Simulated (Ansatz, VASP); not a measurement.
# One calculation of GeSb3O2, two programs

```
CELL_PARAMETERS angstrom
4.72533 0.00000 0.00000
-2.36267 4.09226 0.00000
0.00000 0.00000 5.97178
ATOMIC_POSITIONS crystal
Ge 0.66667 0.33333 0.00000
Sb 0.66667 0.33333 0.50000
Sb 0.00000 0.00000 0.00000
Sb 0.00000 0.00000 0.50000
O 0.33333 0.66667 0.26146
O 0.33333 0.66667 0.73854
```

Change from the starting cell: species swapped into the La2CuSi3 type (P-6m2, No. 187).

Alike in both runs: functional PBE; k mesh 6 × 6 × 4; occupations gaussian, width 0.1 eV; no spin polarisation.

Ansatz relaxed the structure, and its values are those at the end. VASP's run is a single point on that final structure, the one shown.

```csv
,VASP,Ansatz
version,VASP 6.6.1,Ansatz 0.2.0
potentials or method,"VASP PAW PBE potentials, release 64 (Ge_d, Sb, O)","scalar-relativistic, plane waves, PAW"
plane-wave cutoff (eV),520,420
valence electrons in the cell,41,71
```

```tsv
	VASP	Ansatz	Ansatz less VASP
gap on the k mesh at the Fermi level (eV)	none	none	-
pressure (GPa)	-0.1	0.0	+0.09
```

A gap of «none» marks a metal or a gap that the smearing closes. The two sets of potentials don't hold the same shells in valence.

Caveats: an odd number of electrons without spin polarisation forces a metal; a magnetic or distorted state may lie lower. Spin-orbit coupling is left out, which matters for the levels of Sb.
